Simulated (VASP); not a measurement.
Method: PBE GGA, VASP's PBE PAW potentials (set 64) (plane waves; VASP 6.6.1).

VASP ran on this input.

### POSCAR
```
Lu
1.0
  1.7500000000  -3.0310890000   0.0000000000
  1.7500000000   3.0310890000   0.0000000000
  0.0000000000   0.0000000000   5.5500000000
Lu
2
direct
  0.3333330000   0.6666670000   0.2500000000
  0.6666670000   0.3333330000   0.7500000000
```

KPOINTS:
```
Automatic mesh
0
Gamma
11 11 6
0 0 0
```

### INCAR
```
SYSTEM=Lu
PREC=Accurate; ENCUT=400; LREAL=.False.
LASPH=.True.
EDIFF=1E-6; NELM=100; ALGO=Normal
LMAXMIX=6
ISMEAR=1; SIGMA=0.1
GGA=PE
IBRION=2; NSW=60; ISIF=3
EDIFFG=-0.01
LWAVE=.False.; LCHARG=.False.
```

POTCAR, in this order: Lu_3 (PBE.64 set). Program: vasp_std.

What VASP printed:

OSZICAR:
```
       N       E                     dE             d eps       ncg     rms          rms(c)
DAV:   1     0.386637691861E+02    0.38664E+02   -0.79633E+03  3074   0.134E+03
DAV:   2    -0.664230155726E+01   -0.45306E+02   -0.44027E+02  2778   0.671E+02
DAV:   3    -0.881240559606E+01   -0.21701E+01   -0.20743E+01  2866   0.625E+01
DAV:   4    -0.890915383612E+01   -0.96748E-01   -0.95929E-01  3080   0.115E+01
DAV:   5    -0.891291545583E+01   -0.37616E-02   -0.37467E-02  2810   0.202E+00    0.251E+01
DAV:   6    -0.890041979028E+01    0.12496E-01   -0.35085E-02  2776   0.426E+00    0.149E+01
DAV:   7    -0.890707949130E+01   -0.66597E-02   -0.65341E-02  2651   0.562E+00    0.380E-01
DAV:   8    -0.890695973204E+01    0.11976E-03   -0.45940E-03  2734   0.980E-01    0.110E-01
DAV:   9    -0.890696839871E+01   -0.86667E-05   -0.20934E-04  2862   0.234E-01    0.306E-02
DAV:  10    -0.890696395106E+01    0.44476E-05   -0.21463E-05  2862   0.740E-02    0.334E-02
DAV:  11    -0.890696438771E+01   -0.43665E-06   -0.72112E-07  1647   0.175E-02
   1 F= -.89069644E+01 E0= -.89079780E+01  d E =-.890696E+01
       N       E                     dE             d eps       ncg     rms          rms(c)
DAV:   1    -0.891658037345E+01   -0.96164E-02   -0.32513E-01  2502   0.919E+00    0.457E-01
DAV:   2    -0.891216208961E+01    0.44183E-02   -0.10497E-02  2766   0.159E+00    0.248E-01
DAV:   3    -0.890967409087E+01    0.24880E-02   -0.30779E-03  3156   0.850E-01    0.100E-01
DAV:   4    -0.890968707767E+01   -0.12987E-04   -0.33564E-04  2792   0.172E-01    0.612E-02
DAV:   5    -0.890968745719E+01   -0.37952E-06   -0.15359E-05  2982   0.784E-02    0.134E-02
DAV:   6    -0.890968690880E+01    0.54839E-06   -0.41157E-07  1352   0.123E-02
   2 F= -.89096869E+01 E0= -.89107495E+01  d E =-.272252E-02
       N       E                     dE             d eps       ncg     rms          rms(c)
DAV:   1    -0.891015128711E+01   -0.46383E-03   -0.16878E-02  2507   0.209E+00    0.106E-01
DAV:   2    -0.890992072115E+01    0.23057E-03   -0.54739E-04  2766   0.367E-01    0.566E-02
DAV:   3    -0.890979232194E+01    0.12840E-03   -0.15806E-04  3161   0.195E-01    0.225E-02
DAV:   4    -0.890979284630E+01   -0.52436E-06   -0.16695E-05  2404   0.403E-02    0.136E-02
DAV:   5    -0.890979318434E+01   -0.33804E-06   -0.13300E-06  1393   0.187E-02
   3 F= -.89097932E+01 E0= -.89108201E+01  d E =-.282880E-02
       N       E                     dE             d eps       ncg     rms          rms(c)
DAV:   1    -0.890979714592E+01   -0.42996E-05   -0.19384E-04  2535   0.227E-01    0.113E-02
DAV:   2    -0.890979448273E+01    0.26632E-05   -0.59133E-06  2339   0.412E-02    0.601E-03
DAV:   3    -0.890979294367E+01    0.15391E-05   -0.96690E-07  1147   0.215E-02    0.224E-03
DAV:   4    -0.890979297349E+01   -0.29816E-07   -0.59668E-07  1181   0.221E-02
   4 F= -.89097930E+01 E0= -.89108145E+01  d E =-.282859E-02
```

### OUTCAR
```
------------------------ aborting loop because EDIFF is reached ----------------------------------------
  FORCE on cell =-STRESS in cart. coord.  units (eV):
  Direction    XX          YY          ZZ          XY          YZ          ZX
  --------------------------------------------------------------------------------------
  Total        0.0194219      0.0194219      0.0138804      0.0000000      0.0000000      0.0000000
  in kB        0.5307618      0.5307619      0.3793242      0.0000000      0.0000000      0.0000000
  external PRESSURE =       0.4802826 kB  Pullay stress =       0.0000000 kB
  volume of cell :       58.63
      direct lattice vectors                 reciprocal lattice vectors
     1.756672826 -3.042646674 -0.000000000     0.284628983 -0.164330615 -0.000000000
     1.756672826  3.042646674  0.000000000     0.284628983  0.164330615  0.000000000
     0.000000000 -0.000000000  5.484423688     0.000000000 -0.000000000  0.182334564
 POSITION                                       TOTAL-FORCE (eV/Angst)
 -----------------------------------------------------------------------------------
      1.75667      1.01422      1.37111        -0.000000      0.000000      0.000000
      1.75667     -1.01422      4.11332         0.000000     -0.000000      0.000000
 -----------------------------------------------------------------------------------
    total drift:                                0.000001      0.000070     -0.000012
  FREE ENERGIE OF THE ION-ELECTRON SYSTEM (eV)
  ---------------------------------------------------
  free  energy   TOTEN  =        -8.9097929735 eV

  energy  without entropy=       -8.9128576286  energy(sigma->0) =       -8.91081453

 reached required accuracy - stopping structural energy minimisation
```
(Selected blocks of OUTCAR.)

File CONTCAR:
```
Lu
   1.00000000000000
     1.7566728256620507   -3.0426466740691174   -0.0000000000000000
     1.7566728256620507    3.0426466740691174    0.0000000000000000
     0.0000000000000000   -0.0000000000000000    5.4844236884312476
  Lu
     2
Direct
     0.3333330000000032    0.6666669999999968    0.2500000000000000
     0.6666669999999968    0.3333330000000032    0.7500000000000000
```

The compound is Lu in the hcp structure. This run relaxes it. Symmetry was kept, so distortions that lower it aren't found.
